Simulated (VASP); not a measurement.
Consider the following.

```yaml
crystal:
  lattice:
    - [0.00000, 2.69654, 2.69654]
    - [2.69654, 0.00000, 2.69654]
    - [2.69654, 2.69654, 0.00000]
  atoms:
    - { symbol: Mg, position: [0.00000, 0.00000, 0.00000] }
    - { symbol: S, position: [0.50000, 0.50000, 0.50000] }
```

Computed with vdW-DF2, VASP's PBE PAW potentials (set 64) (plane waves; VASP 6.6.1). Settings: 520 eV cut-off, 9×9×9 Γ-centred mesh, Gaussian smearing of 0.050 eV, potentials Mg S.

The job: MgS (rock salt), 2 atoms, vdW-DF2, static run, 520 eV, 9×9×9 Γ-centred mesh. Roughly how much core time does it take on a busy server core?

About 20 core-seconds (one run on a shared machine, a rough figure). It had 35 irreducible k-points, 8 bands, up to 1069 plane waves and 14 electronic steps.

The compound is MgS in the rock salt structure. This cell is one point of a volume scan, at 1.06 of the reference volume.
